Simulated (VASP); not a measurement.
Output of a VASP run:

File OSZICAR:
```
       N       E                     dE             d eps       ncg     rms          rms(c)
DAV:   1     0.845334400195E+02    0.84533E+02   -0.10903E+04   856   0.199E+03
DAV:   2    -0.759454190970E-01   -0.84609E+02   -0.82914E+02   832   0.273E+02
DAV:   3    -0.242200961984E+01   -0.23461E+01   -0.23409E+01  1056   0.565E+01
DAV:   4    -0.242782462049E+01   -0.58150E-02   -0.58148E-02   992   0.291E+00
DAV:   5    -0.242783337320E+01   -0.87527E-05   -0.87524E-05  1048   0.910E-02    0.396E+00
DAV:   6    -0.224170470023E+01    0.18613E+00   -0.93012E-01   896   0.211E+01    0.300E+00
DAV:   7    -0.223282866153E+01    0.88760E-02   -0.27993E-02  1080   0.306E+00    0.154E+00
DAV:   8    -0.222846223628E+01    0.43664E-02   -0.16020E-03  1152   0.678E-01    0.449E-02
DAV:   9    -0.222846515343E+01   -0.29171E-05   -0.24805E-04  1128   0.241E-01    0.323E-02
DAV:  10    -0.222846711991E+01   -0.19665E-05   -0.26433E-05   936   0.742E-02    0.269E-03
DAV:  11    -0.222846690564E+01    0.21428E-06   -0.12618E-07   624   0.407E-03
   1 F= -.22284669E+01 E0= -.22283656E+01  d E =-.303892E-03
```

File OUTCAR:
```
------------------------ aborting loop because EDIFF is reached ----------------------------------------
  FORCE on cell =-STRESS in cart. coord.  units (eV):
  Direction    XX          YY          ZZ          XY          YZ          ZX
  --------------------------------------------------------------------------------------
  Total       -0.1158853      0.0501944     -0.1391514      0.0334685      0.0000000      0.0000000
  in kB       -6.0914799      2.6384573     -7.3144553      1.7592619      0.0000000      0.0000000
  external PRESSURE =      -3.5891593 kB  Pullay stress =       0.0000000 kB
  volume of cell :       30.48
      direct lattice vectors                 reciprocal lattice vectors
     1.355363000 -2.335246000  0.000000000     0.368904862 -0.214110205  0.000000000
     1.355363000  2.335246000  0.000000000     0.368904862  0.214110205  0.000000000
     0.000000000  0.000000000  4.815017000     0.000000000  0.000000000  0.207683587
 POSITION                                       TOTAL-FORCE (eV/Angst)
 -----------------------------------------------------------------------------------
      1.35536      0.77842      1.20375         0.052754     -0.007624      0.000000
      1.44702     -0.77842      3.61126        -0.052754      0.007624      0.000000
 -----------------------------------------------------------------------------------
    total drift:                               -0.000376     -0.000001      0.000000
  FREE ENERGIE OF THE ION-ELECTRON SYSTEM (eV)
  ---------------------------------------------------
  free  energy   TOTEN  =        -2.2284669056 eV

  energy  without entropy=       -2.2281630139  energy(sigma->0) =       -2.22836561
```
(Selected blocks of OUTCAR.)

**POSCAR**
```
Zn
1
    1.3553630000    -2.3352460000     0.0000000000
    1.3553630000     2.3352460000     0.0000000000
    0.0000000000     0.0000000000     4.8150170000
Zn
2
Direct
  0.3333330000   0.6666670000   0.2500000000
  0.7004800000   0.3671460000   0.7500000000
```

Problem. Write an INCAR and KPOINTS that could have produced this output.

Solution. This is not unique; one that fits is the input of the run itself, PBE GGA, plane waves, VASP's PBE PAW potentials (set 64).

### INCAR
```
SYSTEM = Zn
LREAL = .FALSE.
KSPACING = 0.6
ENCUT = 400   ! plane-wave cut-off (eV)
LASPH = .TRUE.   ! aspherical one-centre terms
NELM = 100
PREC = Accurate
KGAMMA = .TRUE.
LMAXMIX = 4
SIGMA = 0.1   ! width (eV)
ISMEAR = 1   ! Methfessel-Paxton
EDIFF = 1E-6
LCHARG = .FALSE.
GGA = PE   ! PBE
ALGO = Normal   ! blocked Davidson
ISIF = 2
LWAVE = .FALSE.
```

POTCAR, in this order: Zn (PBE.64 set). Program: vasp_std.

The compound is Zn in the hcp structure. The cell was not relaxed at this level, atoms are displaced from their ideal sites. The run is one of a series of settings (KGAMMA = .TRUE., KSPACING = 0.6, KPOINTS file removed against the base run), some of them coarse on purpose.
